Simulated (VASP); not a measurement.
Calculation: PBEsol GGA, VASP's PBE PAW potentials (set 64) (plane waves; VASP).

VASP ran on this input.

**KPOINTS**
```
Automatic mesh
0
Gamma
4 4 4
0 0 0
```

**POSCAR**
```
BW2
1.0
 -2.7835850000   2.7835850000   2.3829400000
  2.7835850000  -2.7835850000   2.3829400000
  2.7835850000   2.7835850000  -2.3829400000
B W
2 4
direct
  0.2395510000   0.2560190000  -0.0062260000
  0.7480770000   0.7595740000  -0.0042520000
  0.6833000000   0.8408810000   0.5402470000
  0.3496270000   0.1644950000   0.5099120000
  0.8143470000   0.3098670000   0.1275390000
  0.1650980000   0.6691640000   0.8327790000
```

**INCAR**
```
# general
SYSTEM  = BW2
PREC    = Accurate
ENCUT   = 400
LREAL   = .FALSE.
LASPH   = .TRUE.

# electronic loop
EDIFF   = 1E-6
NELM    = 100
ALGO    = Normal
LMAXMIX = 6

# smearing
ISMEAR  = 0
SIGMA   = 0.136

# functional
GGA     = PS

# ions
ISIF    = 2

# output
LWAVE   = .FALSE.
LCHARG  = .FALSE.
```

POTCAR, in this order: B W_sv (PBE.64 set). Program: vasp_std.

What VASP printed:

**OSZICAR**
```
       N       E                     dE             d eps       ncg     rms          rms(c)
DAV:   1     0.693658385450E+03    0.69366E+03   -0.31614E+04  2672   0.164E+03
DAV:   2    -0.320738553930E+02   -0.72573E+03   -0.70844E+03  2704   0.540E+02
DAV:   3    -0.744263540517E+02   -0.42352E+02   -0.40682E+02  3242   0.121E+02
DAV:   4    -0.755798169259E+02   -0.11535E+01   -0.10868E+01  3272   0.174E+01
DAV:   5    -0.756071037442E+02   -0.27287E-01   -0.27113E-01  3229   0.233E+00    0.522E+01
DAV:   6    -0.708378822359E+02    0.47692E+01   -0.20663E+01  3218   0.239E+01    0.189E+01
DAV:   7    -0.704677833237E+02    0.37010E+00   -0.19201E+00  3252   0.983E+00    0.493E+00
DAV:   8    -0.704107949912E+02    0.56988E-01   -0.39563E-01  3406   0.670E+00    0.149E+00
DAV:   9    -0.703899846615E+02    0.20810E-01   -0.90294E-02  3440   0.312E+00    0.466E-01
DAV:  10    -0.703872780956E+02    0.27066E-02   -0.86062E-03  3187   0.789E-01    0.195E-01
DAV:  11    -0.703871874387E+02    0.90657E-04   -0.86731E-04  3333   0.318E-01    0.882E-02
DAV:  12    -0.703871672987E+02    0.20140E-04   -0.17876E-04  3446   0.145E-01    0.268E-02
DAV:  13    -0.703871672687E+02    0.30096E-07   -0.31515E-05  3167   0.496E-02    0.969E-03
DAV:  14    -0.703871666200E+02    0.64860E-06   -0.44157E-06  2487   0.165E-02
   1 F= -.70387167E+02 E0= -.70374844E+02  d E =-.246442E-01
```

### OUTCAR
```
------------------------ aborting loop because EDIFF is reached ----------------------------------------
  FORCE on cell =-STRESS in cart. coord.  units (eV):
  Direction    XX          YY          ZZ          XY          YZ          ZX
  --------------------------------------------------------------------------------------
  Total        0.2731882      1.2215887     -0.1176152     -0.3677857     -0.4842117      0.1772107
  in kB        5.9263940     26.5004666     -2.5514777     -7.9785376    -10.5042206      3.8443098
  external PRESSURE =       9.9584610 kB  Pullay stress =       0.0000000 kB
  volume of cell :       73.86
      direct lattice vectors                 reciprocal lattice vectors
    -2.783585000  2.783585000  2.382940000     0.000000000  0.179624477  0.209824838
     2.783585000 -2.783585000  2.382940000     0.179624477  0.000000000  0.209824838
     2.783585000  2.783585000 -2.382940000     0.179624477  0.179624477  0.000000000
 POSITION                                       TOTAL-FORCE (eV/Angst)
 -----------------------------------------------------------------------------------
      2.81209      2.72041     -1.18719        -0.114562      1.409604      0.648569
      2.80375      2.73975      1.21983         0.075375      1.596672     -0.979669
      1.94246      1.06518      2.34466        -3.288207     -2.488481      0.815984
      0.90405      1.93471      0.01003         0.596907     -2.206789     -0.405060
     -1.04925      1.75928      2.37502         2.605190      1.639081      0.099252
      3.72122      0.91500      0.00353         0.125297      0.049912     -0.179076
 -----------------------------------------------------------------------------------
    total drift:                               -0.000354     -0.000114      0.000004
  FREE ENERGIE OF THE ION-ELECTRON SYSTEM (eV)
  ---------------------------------------------------
  free  energy   TOTEN  =       -70.3871666200 eV

  energy  without entropy=      -70.3625223796  energy(sigma->0) =      -70.37484450
```
(Selected blocks of OUTCAR.)

At this cut-off the stress carries a Pulay error, which pulls relaxed volumes low.

The structure comes from a computed database's BW2 entry; how it stands against other phases isn't given here. The cell was not relaxed at this level, atoms are displaced from their ideal sites. The k-mesh is coarse (spacing up to 0.43 per Å, 2π included), so the numbers may not be converged in it. The run is one of a series of settings (GGA = PS, POTCAR B W_sv (PBE.64 set) against the base run), some of them coarse on purpose.
